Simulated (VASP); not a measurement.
Data:

```yaml
crystal:
  lattice:
    - [3.06792, 0.00000, 0.00000]
    - [0.00000, 3.06792, 0.00000]
    - [0.00000, 0.00000, 3.06792]
  atoms:
    - { symbol: Pt, position: [0.00000, 0.00000, 0.00000] }
    - { symbol: P, position: [0.50000, 0.50000, 0.50000] }
```

Computed with PBEsol GGA, VASP's PBE PAW potentials (set 64) (plane waves; VASP 6.6.1). Numerical set-up: 400 eV cut-off, Gaussian smearing of 0.050 eV, potentials Pt P.

Give the energies of bands 2 to 10 at the high-symmetry points, in eV from the Fermi level.

```json
[
 {"band": "2", "Γ": "-5.52", "X": "-9.32", "M": "-5.56", "R": "-7.62"},
 {"band": "3", "Γ": "-5.52", "X": "-4.86", "M": "-5.56", "R": "-7.62"},
 {"band": "4", "Γ": "-2.47", "X": "-4.61", "M": "-5.48", "R": "-7.62"},
 {"band": "5", "Γ": "-2.47", "X": "-4.61", "M": "-3.62", "R": "-1.08"},
 {"band": "6", "Γ": "-2.47", "X": "-2.23", "M": "-3.62", "R": "-1.08"},
 {"band": "7", "Γ": "-0.33", "X": "-1.00", "M": "-1.16", "R": "1.65"},
 {"band": "8", "Γ": "-0.33", "X": "4.21", "M": "-0.89", "R": "1.65"},
 {"band": "9", "Γ": "-0.33", "X": "4.21", "M": "1.12", "R": "1.65"},
 {"band": "10", "Γ": "3.28", "X": "5.45", "M": "1.89", "R": "3.11"}
]
```

It has no gap at this level: it comes out as a metal or semimetal.

The structure was generated: PtP was put into the CsCl type type (Pm-3m), which need not be its known phase. It was relaxed first, which changed the volume by -8 %. The electron count is odd and the run is not spin-polarised, which forces a metal.
